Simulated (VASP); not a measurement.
Wanted: the native input for a VASP 6.6.1 run.

```
Task                   : single point
Functional             : PBE
Potentials or basis    : VASP PAW PBE potentials, release 64 (Cs_sv, Tl_d, H)
Cutoff                 : 520 eV
k mesh                 : 10 × 10 × 8
Occupations            : gaussian, width 0.1 eV
Spin                   : no spin polarisation
Dipole correction      : no
Further INCAR settings : ALGO = Normal; EDIFF = 1e-07; NBANDS = 22
```

The structure of CsTlH4 lies in POSCAR:

```
CsTlH4
1.0
    4.4372902153      0.0000000000      0.0000000000
    0.0000000000      4.4372902153      0.0000000000
    0.0000000000      0.0000000000      5.3985323019
Cs Tl H
1 1 4
Direct
    0.5000000000      0.5000000000      0.5000000000
    0.0000000000      0.0000000000      0.0000000000
    0.0000000000      0.0000000000      0.5809404619
    0.5000000000      0.0000000000      0.0000000000
    0.0000000000      0.5000000000      0.0000000000
    0.0000000000      0.0000000000      0.4190595381
```

The cell was built by a generator and needn't be a form met in nature.

These files were run (other wordings do the same):

INCAR

```
PREC = Accurate
ENCUT = 520
EDIFF = 1E-7
ISMEAR = 0
SIGMA = 0.1
LREAL = False
LASPH = True
NELM = 100
ALGO = Normal
ISIF = 2
LWAVE = False
LCHARG = False
GGA = PE
NBANDS = 22
```

KPOINTS

```
regular mesh
0
Gamma
  10 10 8
```

Potentials or basis: VASP PAW PBE potentials, release 64 (Cs_sv, Tl_d, H).

The run is started by

```sh
$ cat potpaw_PBE.64/Cs_sv/POTCAR potpaw_PBE.64/Tl_d/POTCAR potpaw_PBE.64/H/POTCAR > POTCAR
$ mpirun -np 1 vasp_std > vasp.out
```

Results of the run:

The pressure is 0.0 GPa, the largest force is 0.006 eV/Å and the band gap on the k mesh is none (metal or under the smearing width).

It took 78 s on 1 thread of Intel(R) Xeon(R) 6975P-C (Granite Rapids), on a shared host, peak memory 0.39 GiB.
